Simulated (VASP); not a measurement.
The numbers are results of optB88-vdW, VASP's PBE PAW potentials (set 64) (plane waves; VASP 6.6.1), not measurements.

Input for VASP

**KPOINTS**
```
Automatic mesh
0
G
 6 6 6
```

INCAR:
```
PREC=Accurate
ALGO=Normal
GGA=BO
SYSTEM=KZnF3
LREAL=F   ! projection in real space or not
LASPH=T   ! aspherical one-centre terms
AGGAC=0.0
ISMEAR=0
LCHARG=F
SIGMA=0.05
LWAVE=F
EDIFF=1E-7
ENCUT=520   ! plane-wave cut-off (eV)
LUSE_VDW=T
PARAM2=0.22
NELM=100
ISIF=2   ! forces and stress, cell fixed
LMAXMIX=4   ! l cut-off of mixed one-centre charges
PARAM1=0.1833333333
```

POSCAR:
```
KZnF3
8.0828760
  0.4999999856   0.0000000000   0.0000000000
  0.0000000000   0.4999999856   0.0000000000
  0.0000000000   0.0000000000   0.4999999856
K Zn F
1 1 3
Cart
  0.0000000000   0.0000000000   0.0000000000
  0.2499999928   0.2499999928   0.2499999928
  0.2499999928   0.0000000000   0.2499999928
  0.0000000000   0.2499999928   0.2499999928
  0.2499999928   0.2499999928   0.0000000000
```

POTCAR, in this order: K_sv Zn F (PBE.64 set). Program: vasp_std.

Task: Predict the energy per atom (σ→0), pressure, band gap (on the k-mesh).

Result: 
| Quantity | Value |
|---|---|
| energy per atom (σ→0) | -1.956 eV/atom |
| band gap (on the k-mesh) | 3.89 eV |
| pressure | 27.0 kbar |

**OSZICAR**
```
...
DAV:  13    -0.978222145667E+01   -0.37486E-05   -0.95813E-05  1227   0.267E-01    0.814E-02
DAV:  14    -0.978221463201E+01    0.68247E-05   -0.27903E-04  1236   0.680E-01    0.665E-02
DAV:  15    -0.978217310654E+01    0.41525E-04   -0.21595E-04  1185   0.143E-01    0.236E-02
DAV:  16    -0.978216983156E+01    0.32750E-05   -0.55704E-06  1357   0.607E-02    0.187E-02
DAV:  17    -0.978216480250E+01    0.50291E-05   -0.12541E-05  1276   0.109E-01    0.791E-03
DAV:  18    -0.978216424696E+01    0.55555E-06   -0.11499E-05  1362   0.421E-02    0.261E-03
DAV:  19    -0.978216425822E+01   -0.11267E-07   -0.89801E-07  1109   0.800E-03
   1 F= -.97821643E+01 E0= -.97821643E+01  d E =-.104473E-10
```

The compound is KZnF3 in the cubic perovskite structure. This cell is one point of a volume scan, at 0.97 of the reference volume.
